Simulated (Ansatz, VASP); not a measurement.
# InF: VASP beside Ansatz

```
CELL_PARAMETERS angstrom
3.08400 0.00000 0.00000
0.00000 3.08400 0.00000
0.00000 0.00000 3.08400
ATOMIC_POSITIONS crystal
In 0.00000 0.00000 0.00000
F 0.50000 0.50000 0.50000
```

Alike in both runs: task single point; functional LDA; k mesh 14 × 14 × 14; occupations fermi-dirac, width 0.15 eV; no spin polarisation.

|  | VASP | Ansatz |
| --- | --- | --- |
| version | VASP 6.6.1 | Ansatz 0.2.0 |
| potentials or method | VASP PAW LDA potentials, release 64 (In_d, F) | scalar-relativistic, plane waves, PAW |
| plane-wave cutoff (eV) | 520 | 420 |
| valence electrons in the cell | 20 | 20 |

```csv
,VASP,Ansatz,Ansatz less VASP
gap on the k mesh at the Fermi level (eV),none,none,-
pressure (GPa),10.1,10.1,-0.04
```

A gap of «none» marks a metal or a gap that the smearing closes.
